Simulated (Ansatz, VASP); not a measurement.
**Cd3SeS2 in VASP and in Ansatz**

```
Cd Se S
1.0
     3.41299    0.00000    0.00000
     0.00000    3.41299    0.00000
     0.00000    0.00000   10.68730
Cd Se S
3 1 2
Cartesian
  1.7065 1.7065 2.0247
  1.7065 1.7065 5.3437
  1.7065 1.7065 8.6626
  0.0000 0.0000 0.0000
  0.0000 0.0000 3.5976
  0.0000 0.0000 7.0897
```

Change from the starting cell: species swapped into the Pr3MgAl2 type (P4/mmm, No. 123).

Alike in both runs: functional PBE; k mesh 6 × 6 × 2; occupations gaussian, width 0.1 eV; no spin polarisation.

Ansatz relaxed the structure, and its values are those at the end. VASP's run is a single point on that final structure, the one shown.

|  | VASP | Ansatz |
| --- | --- | --- |
| version | VASP 6.6.1 | Ansatz 0.2.0 |
| potentials or method | VASP PAW PBE potentials, release 64 (Cd, Se, S) | scalar-relativistic, plane waves, PAW |
| plane-wave cutoff (eV) | 520 | 420 |
| valence electrons in the cell | 54 | 88 |

```csv
,VASP,Ansatz,Ansatz less VASP
gap on the k mesh at the Fermi level (eV),none,none,-
pressure (GPa),0.2,-0.1,-0.31
rms of the force components (eV/Å),0.003,0.005,+0.0025
```

A gap of «none» marks a metal or a gap that the smearing closes. The two sets of potentials don't hold the same shells in valence.
